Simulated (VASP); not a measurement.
Data:

```
CdPt3
1.0
    3.95541     0.00000     0.00000
    0.00000     3.95541     0.00000
    0.00000     0.00000     3.95541
Cd Pt
1 3
Direct
  0.00000   0.00000   0.00000
  0.00000   0.50000   0.50000
  0.50000   0.00000   0.50000
  0.50000   0.50000   0.00000
```

Method: LDA (Ceperley-Alder, Perdew-Zunger), VASP's LDA PAW potentials (set 64) (plane waves; VASP). Run with 400 eV cut-off, 9×9×9 Γ-centred mesh, Gaussian smearing of 0.050 eV, potentials Cd Pt.

The cores are frozen, which limits the accuracy of field gradients.

Task: Give the principal components of the electric field gradient (V/Å²) and the asymmetry η at each nucleus.

Result: 
```
atom   Vxx   Vyy    Vzz     η
----  ----  ----  -----  ----
Cd1    0.0   0.0    0.0     -
Pt2   43.9  43.9  -87.7  0.00
Pt3   43.9  43.9  -87.7  0.00
Pt4   43.9  43.9  -87.7  0.00
```

The structure comes from a computed database's CdPt3 entry (Pm-3m); how it stands against other phases isn't given here. It was relaxed first.
